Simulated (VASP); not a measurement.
LiMg4:

```
Li Mg
1.0
    -2.75254    2.75254    2.75254
     2.75254   -2.75254    2.75254
     2.75254    2.75254   -2.75254
Li Mg
1 4
Cartesian
  0.0000 0.0000 0.0000
  1.3763 1.3763 1.3763
  1.3763 1.3763 -1.3763
  1.3763 -1.3763 1.3763
  -1.3763 1.3763 1.3763
```

The cell was built by a generator and needn't be a form met in nature.

The cell isn't the ideal one: random cell by space group and Wyckoff sites (Im-3m, No. 229).

| Property | Result |
| --- | --- |
| Program | VASP 6.6.1 |
| Task | relaxation of cell and atoms |
| Functional | PBE |
| Potentials or basis | VASP PAW PBE potentials, release 64 (Li_sv, Mg) |
| Cutoff | 600 eV |
| k mesh | 4 × 4 × 4 |
| Occupations | gaussian, width 0.1 eV |
| Spin | no spin polarisation |

At the start: pressure 23.0 GPa; volume 16.68 Å³/atom.

**Question.** How do energy, volume and symmetry change on relaxing?

**Answer.** Over 5 steps the energy falls by 466.6 meV/atom and the volume is 26.16 Å³/atom (+56.8 %); space group Im-3m (No. 229, to 0.05 Å).

The path:
```
step  energy change (eV)  largest force (eV/Å)  pressure (GPa)  volume (Å³)
   1              0.0000                0.0000           22.95        83.42
   2             -2.2009                0.0000            3.22       115.73
   3             -2.3155                0.0000            1.04       124.61
   4             -2.2523                0.0000           -1.78       143.72
   5             -2.3329                0.0000           -0.10       130.82
```

Final structure:
```xyz
5
Lattice="-3.1980 3.1980 3.1980 3.1980 -3.1980 3.1980 3.1980 3.1980 -3.1980" Properties=species:S:1:pos:R:3 pbc="T T T"
Li    0.0000    0.0000    0.0000
Mg    1.5990    1.5990    1.5990
Mg    1.5990    1.5990   -1.5990
Mg    1.5990   -1.5990    1.5990
Mg   -1.5990    1.5990    1.5990
```

Caveat: the k mesh is coarse (spacing up to 0.40 Å⁻¹), so the values aren't converged; the cutoff is under 1.25 times the usual one of these potentials, so pressure, stress and relaxed cells hold a basis-set (Pulay) error; the volume moved by over 15 % at a fixed basis, so the end points are rough.
